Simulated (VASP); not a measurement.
Input:

```
PtC
1.0
    2.80768     0.00000     0.00000
    0.00000     2.80768     0.00000
    0.00000     0.00000     2.80768
Pt C
1 1
Cartesian
  0.00000   0.00000   0.00000
  1.40384   1.40384   1.40384
```

Computed with PBE GGA, VASP's PBE PAW potentials (set 64) (plane waves; VASP). Settings: 520 eV cut-off, 14×14×14 Γ-centred mesh, tetrahedra with Blöchl corrections, potentials Pt C.

Unless said otherwise, spin-orbit coupling is left out, though it shifts the bands of the heavy elements here.

Q: Predict the energy per atom (σ→0), band gap (on the k-mesh) with the smallest direct gap where there is one.

A: 
```
Property                                                     Value
------------------------  ----------------------------------------
band gap (on the k-mesh)  none (metal, semimetal or under 0.01 eV)
energy per atom (σ→0)                               -5.676 eV/atom
```

The absolute energy has meaning only against runs of the same code, potentials and settings.

The structure was generated: PtC was put into the CsCl type type (Pm-3m), which need not be its known phase. It was relaxed first, which changed the volume by +6 %.
